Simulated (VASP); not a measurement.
Calculation: PBE0 hybrid, VASP's PBE PAW potentials (set 64) (plane waves; VASP).

Input for VASP

### POSCAR
```
SiC
1
    0.0000000000     2.1675801118     2.1675801118
    2.1675801118     0.0000000000     2.1675801118
    2.1675801118     2.1675801118     0.0000000000
Si C
1 1
Direct
  0.0000000000   0.0000000000   0.0000000000
  0.2500000000   0.2500000000   0.2500000000
```

INCAR:
```
! general
SYSTEM  =SiC
PREC    =Accurate
ENCUT   =520
LREAL   =.FALSE.
LASPH   =.TRUE.
ISYM    =3

! electronic loop
EDIFF   =1E-6
NELM    =60
ALGO    =Normal

! smearing
ISMEAR  =0
SIGMA   =0.05

! functional
GGA     =PE
LHFCALC =.TRUE.
AEXX    =0.25
HFRCUT  =-1
PRECFOCK=Fast

! ions
ISIF    =2

! output
LWAVE   =.FALSE.
LCHARG  =.FALSE.
```

**KPOINTS**
```
Automatic
0
Gamma
  8 8 8
0 0 0
```

POTCAR, in this order: Si C (PBE.64 set). Program: vasp_std. Read from the step before: WAVECAR.

The resulting files:

OSZICAR:
```
       N       E                     dE             d eps       ncg     rms          rms(c)
DAV:   1    -0.184697565832E+02   -0.18470E+02   -0.36130E-01   480   0.499E+00    0.288E+00
DAV:   2    -0.184722490338E+02   -0.24925E-02   -0.54614E-03   680   0.657E-01    0.189E+00
DAV:   3    -0.184717495118E+02    0.49952E-03   -0.32536E-04   656   0.150E-01    0.109E+00
DAV:   4    -0.184715708937E+02    0.17862E-03   -0.94945E-05   576   0.750E-02    0.623E-01
DAV:   5    -0.184715132684E+02    0.57625E-04   -0.26797E-05   560   0.438E-02    0.355E-01
DAV:   6    -0.184714942367E+02    0.19032E-04   -0.73302E-06   584   0.258E-02    0.203E-01
DAV:   7    -0.184714880119E+02    0.62248E-05   -0.22400E-06   488   0.150E-02    0.116E-01
DAV:   8    -0.184714860255E+02    0.19864E-05   -0.68021E-07   256   0.858E-03    0.671E-02
DAV:   9    -0.184714854245E+02    0.60100E-06   -0.28745E-07   232   0.586E-03
   1 F= -.18471485E+02 E0= -.18471485E+02  d E =-.120874E-14
```

### OUTCAR
```
------------------------ aborting loop because EDIFF is reached ----------------------------------------
  FORCE on cell =-STRESS in cart. coord.  units (eV):
  Direction    XX          YY          ZZ          XY          YZ          ZX
  --------------------------------------------------------------------------------------
  Total        0.2163034      0.2163034      0.2163034     -0.0000000     -0.0000000     -0.0000000
  in kB       17.0144713     17.0144713     17.0144713     -0.0000000     -0.0000000     -0.0000000
  external PRESSURE =      17.0144713 kB  Pullay stress =       0.0000000 kB
  volume of cell :       20.37
      direct lattice vectors                 reciprocal lattice vectors
     0.000000000  2.167580112  2.167580112    -0.230671982  0.230671982  0.230671982
     2.167580112  0.000000000  2.167580112     0.230671982 -0.230671982  0.230671982
     2.167580112  2.167580112  0.000000000     0.230671982  0.230671982 -0.230671982
  FREE ENERGIE OF THE ION-ELECTRON SYSTEM (eV)
  ---------------------------------------------------
  free  energy   TOTEN  =       -18.4714854245 eV

  energy  without entropy=      -18.4714854245  energy(sigma->0) =      -18.47148542

  exchange ACFDT corr.  =         0.00000000  see jH, gK, PRB 81, 115126
```
(Selected blocks of OUTCAR.)

The compound is SiC in the zinc blende structure. This cell is one point of a volume scan, at 0.97 of the reference volume. The cell's shape comes from a PBE relaxation.
